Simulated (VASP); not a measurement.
Computed with PBEsol GGA, VASP's PBE PAW potentials (set 64) (plane waves; VASP 6.6.1).

A VASP calculation is set up with these files.

File POSCAR:
```
RuS
1
    3.4894964682     0.0000000000     0.0000000000
   -1.7447482340     3.0219926417    -0.0000000000
    0.0000000000    -0.0000000000     6.4036055738
Ru S
2 2
Direct
  0.3333330000   0.6666670000   0.0085408539
  0.6666670000   0.3333330000   0.5085408539
  0.3333330000   0.6666670000   0.3664591461
  0.6666670000   0.3333330000   0.8664591461
```

KPOINTS:
```
k-points along high-symmetry lines
10
Line-mode
Reciprocal
  0.000000   0.000000   0.000000 ! GAMMA
  0.500000   0.000000   0.000000 ! M

  0.500000   0.000000   0.000000 ! M
  0.333333   0.333333   0.000000 ! K

  0.333333   0.333333   0.000000 ! K
  0.000000   0.000000   0.000000 ! GAMMA

  0.000000   0.000000   0.000000 ! GAMMA
  0.000000   0.000000   0.500000 ! A

  0.000000   0.000000   0.500000 ! A
  0.500000   0.000000   0.500000 ! L

  0.500000   0.000000   0.500000 ! L
  0.333333   0.333333   0.500000 ! H

  0.333333   0.333333   0.500000 ! H
  0.000000   0.000000   0.500000 ! A

  0.500000   0.000000   0.500000 ! L
  0.500000   0.000000   0.000000 ! M

  0.333333   0.333333   0.500000 ! H
  0.333333   0.333333   0.000000 ! K
```

**INCAR**
```
SIGMA = 0.05   # width (eV)
ALGO = Normal
PREC = Accurate
ICHARG = 11
EDIFF = 1E-7   # SCF stop (eV)
LASPH = .True.   # aspherical one-centre terms
ENCUT = 400   # plane-wave cut-off (eV)
LORBIT = 11   # lm-projected
LREAL = .False.   # projection in real space or not
LWAVE = .False.
LCHARG = .False.
ISMEAR = 0   # Gaussian
NELM = 100   # most electronic steps
SYSTEM = RuS
GGA = PS   # PBEsol
LMAXMIX = 4   # l cut-off of mixed one-centre charges
```

POTCAR, in this order: Ru_pv S (PBE.64 set). Program: vasp_std. Read from the step before: CHGCAR.

**Question.** What will the output report for the number of irreducible k-points (NKPTS), number of bands (NBANDS), largest plane-wave count, number of space-group operations, FFT grid (NGX, NGY, NGZ)?

**Answer.** 
```json
{
  "number of irreducible k-points (NKPTS)": "90",
  "number of bands (NBANDS)": "24",
  "largest_plane_wave_count": "1250",
  "number_of_space_group_operations": "12",
  "FFT grid (NGX, NGY, NGZ)": "24 × 24 × 42"
}
```

The structure was generated: RuS was put into the wurtzite type (P6_3mc), which need not be its known phase. It was relaxed first, which changed the volume by -31 %.
